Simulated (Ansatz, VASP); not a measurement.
## BeAl2H2C: VASP beside Ansatz

```
Be Al H C
1.0
     2.84868    0.00000    0.00000
     0.00000    2.84868    0.00000
     0.00000    0.00000    6.73840
Be Al H C
1 2 2 1
Cartesian
  0.0000 0.0000 0.0000
  1.4243 1.4243 2.1560
  1.4243 1.4243 4.5824
  0.0000 1.4243 0.0000
  1.4243 0.0000 0.0000
  0.0000 0.0000 3.3692
```

Change from the starting cell: species swapped into the LaAl2BRu2 type (P4/mmm, No. 123).

Alike in both runs: functional PBE; k mesh 12 × 12 × 8; occupations gaussian, width 0.1 eV; no spin polarisation.

Ansatz relaxed the structure, and its values are those at the end. VASP's run is a single point on that final structure, the one shown.

|  | VASP | Ansatz |
| --- | --- | --- |
| version | VASP 6.6.1 | Ansatz 0.2.0 |
| potentials or method | VASP PAW PBE potentials, release 64 (Be, Al, H, C) | scalar-relativistic, plane waves, PAW |
| plane-wave cutoff (eV) | 520 | 420 |
| valence electrons in the cell | 14 | 14 |

```tsv
	VASP	Ansatz	Ansatz less VASP
gap on the k mesh at the Fermi level (eV)	none	none	-
pressure (GPa)	0.0	0.0	+0.02
```

A gap of «none» marks a metal or a gap that the smearing closes.
